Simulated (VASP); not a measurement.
OSZICAR of a VASP run on NbW3 (ordered alloy cell):

File OSZICAR:
```
       N       E                     dE             d eps       ncg     rms          rms(c)
DAV:   1     0.619609079434E+03    0.61961E+03   -0.26894E+04  3960   0.161E+03
DAV:   2    -0.125562909245E+02   -0.63217E+03   -0.62173E+03  4184   0.570E+02
DAV:   3    -0.535701944987E+02   -0.41014E+02   -0.39806E+02  6535   0.127E+02
DAV:   4    -0.550779871464E+02   -0.15078E+01   -0.14960E+01  5320   0.200E+01
DAV:   5    -0.551364168141E+02   -0.58430E-01   -0.58386E-01  6116   0.385E+00    0.377E+01
DAV:   6    -0.530679486197E+02    0.20685E+01   -0.37342E+00  4668   0.141E+01    0.145E+01
DAV:   7    -0.526214897198E+02    0.44646E+00   -0.21459E+00  6240   0.992E+00    0.211E+00
DAV:   8    -0.525715648715E+02    0.49925E-01   -0.32143E-01  5498   0.267E+00    0.121E+00
DAV:   9    -0.525651699071E+02    0.63950E-02   -0.36210E-02  4671   0.142E+00    0.158E-01
DAV:  10    -0.525644456269E+02    0.72428E-03   -0.57021E-03  6004   0.375E-01    0.953E-02
DAV:  11    -0.525644373921E+02    0.82348E-05   -0.34317E-04  5519   0.921E-02    0.364E-02
DAV:  12    -0.525644298897E+02    0.75024E-05   -0.54486E-05  6412   0.506E-02    0.102E-02
DAV:  13    -0.525644296558E+02    0.23391E-06   -0.78964E-06  4280   0.143E-02
   1 F= -.52564430E+02 E0= -.52564692E+02  d E =-.525644E+02
       N       E                     dE             d eps       ncg     rms          rms(c)
DAV:   1    -0.526541530025E+02   -0.89723E-01   -0.32023E+00  3964   0.171E+01    0.311E+00
DAV:   2    -0.525828302424E+02    0.71323E-01   -0.24398E-01  4565   0.393E+00    0.111E+00
DAV:   3    -0.525623414213E+02    0.20489E-01   -0.99111E-02  6476   0.221E+00    0.564E-01
DAV:   4    -0.525605010639E+02    0.18404E-02   -0.20568E-02  5785   0.637E-01    0.476E-01
DAV:   5    -0.525609256664E+02   -0.42460E-03   -0.11269E-03  5597   0.203E-01    0.167E-01
DAV:   6    -0.525609254837E+02    0.18265E-06   -0.17359E-03  6798   0.255E-01    0.484E-02
DAV:   7    -0.525609231038E+02    0.23799E-05   -0.71085E-05  4767   0.548E-02    0.320E-02
DAV:   8    -0.525609200286E+02    0.30752E-05   -0.14319E-05  5972   0.247E-02    0.336E-03
DAV:   9    -0.525609199598E+02    0.68865E-07   -0.60726E-07  2927   0.608E-03
   2 F= -.52560920E+02 E0= -.52561252E+02  d E =0.350970E-02
       N       E                     dE             d eps       ncg     rms          rms(c)
DAV:   1    -0.526051593420E+02   -0.44239E-01   -0.13557E+00  3964   0.111E+01    0.206E+00
DAV:   2    -0.525752475523E+02    0.29912E-01   -0.10248E-01  4507   0.256E+00    0.724E-01
DAV:   3    -0.525662584806E+02    0.89891E-02   -0.40352E-02  6449   0.143E+00    0.383E-01
DAV:   4    -0.525656191216E+02    0.63936E-03   -0.78293E-03  5711   0.406E-01    0.316E-01
DAV:   5    -0.525658029769E+02   -0.18386E-03   -0.55638E-04  5933   0.135E-01    0.984E-02
DAV:   6    -0.525658033733E+02   -0.39641E-06   -0.76122E-04  6719   0.177E-01    0.339E-02
DAV:   7    -0.525658039886E+02   -0.61538E-06   -0.38911E-05  4892   0.391E-02    0.196E-02
DAV:   8    -0.525658043958E+02   -0.40712E-06   -0.47575E-06  5443   0.146E-02
   3 F= -.52565804E+02 E0= -.52566084E+02  d E =-.137474E-02
       N       E                     dE             d eps       ncg     rms          rms(c)
DAV:   1    -0.525802846295E+02   -0.14481E-01   -0.57342E-01  3960   0.614E+00    0.810E-01
DAV:   2    -0.525697940614E+02    0.10491E-01   -0.25641E-02  4295   0.125E+00    0.361E-01
DAV:   3    -0.525661641796E+02    0.36299E-02   -0.12593E-02  5244   0.789E-01    0.176E-01
DAV:   4    -0.525661621977E+02    0.19819E-05   -0.12061E-03  5376   0.217E-01    0.112E-01
DAV:   5    -0.525661811990E+02   -0.19001E-04   -0.12682E-04  5940   0.699E-02    0.279E-02
DAV:   6    -0.525661710052E+02    0.10194E-04   -0.59109E-05  6539   0.521E-02    0.105E-02
DAV:   7    -0.525661717737E+02   -0.76851E-06   -0.32180E-06  3609   0.129E-02
   4 F= -.52566172E+02 E0= -.52566542E+02  d E =-.367378E-03
       N       E                     dE             d eps       ncg     rms          rms(c)
DAV:   1    -0.525683829816E+02   -0.22120E-02   -0.80903E-02  3962   0.231E+00    0.303E-01
DAV:   2    -0.525669119779E+02    0.14710E-02   -0.35977E-03  4294   0.474E-01    0.137E-01
DAV:   3    -0.525663860844E+02    0.52589E-03   -0.18086E-03  5166   0.301E-01    0.691E-02
DAV:   4    -0.525663892419E+02   -0.31574E-05   -0.15366E-04  5342   0.836E-02    0.369E-02
DAV:   5    -0.525663894030E+02   -0.16110E-06   -0.19841E-05  5856   0.250E-02    0.997E-03
DAV:   6    -0.525663871602E+02    0.22428E-05   -0.96121E-06  5270   0.213E-02    0.495E-03
DAV:   7    -0.525663868647E+02    0.29541E-06   -0.67437E-07  2492   0.726E-03
   5 F= -.52566387E+02 E0= -.52566728E+02  d E =-.582469E-03
```

Problem. Which electronic solver shows in the log?

Solution. It is blocked Davidson (ALGO = Normal, or the opening steps of other solvers). The INCAR had ALGO = Normal.

Problem. Can the final energy be trusted as converged?

Solution. The run converged. It stopped with EDIFF = 1E-6, NELM = 100, NSW = 60 and EDIFFG = -0.02 after 5 ionic steps (PBEsol GGA, plane waves, VASP's PBE PAW potentials (set 64)).

The structure was generated: NbW3 was put into an ordered model structure (R-3m), which need not be its known phase. This run relaxes it. Symmetry was kept, so distortions that lower it aren't found. The start is the result of an earlier pass. The electron count is odd and the run is not spin-polarised, which forces a metal.
